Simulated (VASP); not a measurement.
Wanted: the native input for a VASP 6.6.1 run.

```yaml
Task: relaxation of cell and atoms
Functional: PBE
Potentials_or_basis: VASP PAW PBE potentials, release 64 (Si, B)
Cutoff: 520 eV
k_mesh: 7 × 7 × 7
Occupations: gaussian, width 0.15 eV
Spin: no spin polarisation
Further_INCAR_settings: PREC = Normal; ALGO = Fast; EDIFF = 0.0001; IBRION = 2; EDIFFG = -0.08; NSW = 24; ISIF = 3
```

The structure of SiB lies in POSCAR:

```
SiB
1.0
    2.0189040000      1.1656147700      1.9941292400
   -2.0189040000      1.1656147700      1.9941292400
    0.0000000000     -2.3312295300      1.9941292400
Si B
1 1
Direct
    0.0000000000      0.0000000000      0.0000000000
    0.5000000000      0.5000000000      0.5000000000
```

The cell was built by a generator and needn't be a form met in nature.

These files were run (other wordings do the same):

INCAR

```
PREC = Normal
ENCUT = 520
EDIFF = 1E-4
ISMEAR = 0
SIGMA = 0.15
LREAL = False
LASPH = True
NELM = 60
ALGO = Fast
ISIF = 3
LWAVE = False
LCHARG = False
GGA = PE
IBRION = 2
NSW = 24
EDIFFG = -0.08
```

KPOINTS

```
Automatic mesh
0
Gamma
  7 7 7
```

Potentials or basis: VASP PAW PBE potentials, release 64 (Si, B).

Launch:

```console
$ cat potpaw_PBE.64/Si/POTCAR potpaw_PBE.64/B/POTCAR > POTCAR
$ mpirun -np 1 vasp_std > vasp.out
```

It gave:

```json
{
  "Relaxed volume": "10.08 Å³/atom",
  "Relaxed cell": "a = 3.056 Å, b = 3.056 Å, c = 3.056 Å, α = 59.93°, β = 59.93°, γ = 59.93°",
  "Space group after relaxing (to 0.05 Å)": "Fm-3m (No. 225)",
  "Energy gained by relaxing": "883.7 meV/atom",
  "Ionic steps": "9",
  "Pressure after relaxing": "-0.6 GPa",
  "Band gap on the k mesh": "none (metal or under the smearing width)"
}
```

Caveat: the volume moved by over 15 % at a fixed basis, so the end points are rough.

Run time: 9.1 s on 1 thread of Intel(R) Xeon(R) 6975P-C (Granite Rapids), on a shared host, peak memory 0.12 GiB.
